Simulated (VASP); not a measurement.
Energy against volume of HfC (rock salt). Calculation: MS2 meta-GGA, VASP's PBE PAW potentials (set 64) (plane waves; VASP 6.6.1). Numerical set-up: 520 eV cut-off, 14×14×14 Γ-centred mesh, first-order Methfessel-Paxton smearing of 0.10 eV, potentials Hf_pv C.

| V (Å³/atom) | E (eV/atom) |
|---|---|
| 11.537 | -3.19066 |
| 11.906 | -3.22033 |
| 12.274 | -3.22948 |
| 12.642 | -3.22094 |

**Question.** Fit these four points and predict the energy of the run at 13.010 Å³/atom.

**Answer.** A cubic in V^(−2/3), the third-order Birch-Murnaghan form, passes through the four points with V0 = 12.27 Å³/atom and B0 = 257 GPa, and gives -3.1970 eV/atom there. The run gave -3.1972 eV/atom, -0.2 meV/atom from the fit; all five points give B0 = 256 GPa.

The compound is HfC in the rock salt structure. It was relaxed first.
